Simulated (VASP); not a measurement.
An input for Ansatz (written as the equivalent of a VASP run, and not itself run):

Ansatz 0.2 input:
```yaml
crystal:
  lattice:
    - [2.9642816, 0.0000000, 0.0000000]
    - [-1.4821408, 2.5671430, 0.0000000]
    - [0.0000000, 0.0000000, 7.1590834]
  atoms:
    - { symbol: Mg, position: [0.0000000, 0.0000000, 0.0000000] }
    - { symbol: Al, position: [0.3333330, 0.6666670, 0.6555285] }
    - { symbol: Al, position: [0.6666670, 0.3333330, 0.3444715] }
kpoints:
  mp_grid: { grid: [11, 11, 4] }
hamiltonian:
  xc: pbesol
  pseudopotentials: { kind: paw }
scf:
  occupations: { method: methfessel_paxton, width: 0.1 }
  max_iter: 100
relax:
  max_steps: 60
  f_tol: 0.02
  cell: {}
output: { forces: true, stress: true, eigenvalues: true }
```

### Question
Translate this input to VASP (INCAR, KPOINTS, POSCAR, choice of POTCAR).

### Answer
One answer among several that fit: 
INCAR:
```
! general
SYSTEM  =  MgAl2
PREC    =  Accurate
ENCUT   =  400
LREAL   =  .False.
LASPH   =  .True.

! electronic loop
EDIFF   =  1E-6
NELM    =  100
ALGO    =  Normal

! smearing
ISMEAR  =  1
SIGMA   =  0.1

! functional
GGA     =  PS

! ions
IBRION  =  2
NSW     =  60
ISIF    =  3
EDIFFG  =  -0.02

! output
LWAVE   =  .False.
LCHARG  =  .False.
```

### KPOINTS
```
Automatic mesh
0
G
  11 11 4
0 0 0
```

**POSCAR**
```
MgAl2
1
    2.9642816264     0.0000000000     0.0000000000
   -1.4821408132     2.5671429914     0.0000000000
    0.0000000000     0.0000000000     7.1590834238
Mg Al
1 2
Direct
  0.0000000000   0.0000000000   0.0000000000
  0.3333330000   0.6666670000   0.6555284614
  0.6666670000   0.3333330000   0.3444715386
```

POTCAR, in this order: Mg Al (PBE.64 set). Program: vasp_std.

What does not carry over: each code has its own PAW files, so the cut-off isn't converted (ENCUT is set for VASP's; basis.ecutwfc is left out, and Ansatz then takes the one that its files recommend); Ansatz stops its SCF on the density residual and VASP on the energy change (EDIFF).

The structure comes from a computed database's MgAl2 entry (P-3m1); how it stands against other phases isn't given here. This run relaxes it. Symmetry was kept, so distortions that lower it aren't found. The start is the result of an earlier pass.
